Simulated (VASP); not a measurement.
VASP ran on this input.

File POSCAR:
```
CsI
1
    4.6119014055     0.0000000000     0.0000000000
    0.0000000000     4.6119014055     0.0000000000
    0.0000000000     0.0000000000     4.6119014055
Cs I
1 1
Direct
  0.0000000000   0.0000000000   0.0000000000
  0.5000000000   0.5000000000   0.5000000000
```

### INCAR
```
ALGO = Normal
EDIFF = 1E-8
EDIFFG = -0.001
ENCUT = 400
IBRION = 1
ISIF = 2
ISMEAR = 0
LASPH = .TRUE.
LCHARG = .FALSE.
LMAXMIX = 4
LMIXTAU = .TRUE.
LREAL = .FALSE.
LWAVE = .FALSE.
METAGGA = R2SCAN
NELM = 100
NSW = 30
PREC = Accurate
SIGMA = 0.05
SYSTEM = CsI
```

### KPOINTS
```
Automatic mesh
0
Gamma
5 5 5
0 0 0
```

POTCAR, in this order: Cs_sv I (PBE.64 set). Program: vasp_std.

**Question.** Translate this r2SCAN calculation to Ansatz.

**Answer.** One equivalent input (not run):
Ansatz 0.2 input:
```yaml
crystal:
  lattice:
    - [4.6119014, 0.0000000, 0.0000000]
    - [0.0000000, 4.6119014, 0.0000000]
    - [0.0000000, 0.0000000, 4.6119014]
  atoms:
    - { symbol: Cs, position: [0.0000000, 0.0000000, 0.0000000] }
    - { symbol: I, position: [0.5000000, 0.5000000, 0.5000000] }
kpoints:
  mp_grid: { grid: [5, 5, 5] }
hamiltonian:
  xc: r2scan
  pseudopotentials: { kind: paw }
scf:
  occupations: { method: gaussian, width: 0.05 }
  max_iter: 100
relax:
  max_steps: 30
  f_tol: 0.001
output: { forces: true, stress: true, eigenvalues: true }
```
What does not carry over: each code has its own PAW files, so the cut-off isn't converted (ENCUT is set for VASP's; basis.ecutwfc is left out, and Ansatz then takes the one that its files recommend); Ansatz stops its SCF on the density residual and VASP on the energy change (EDIFF).

The compound is CsI in the CsCl type structure. It was relaxed first. The start is the result of an earlier pass.
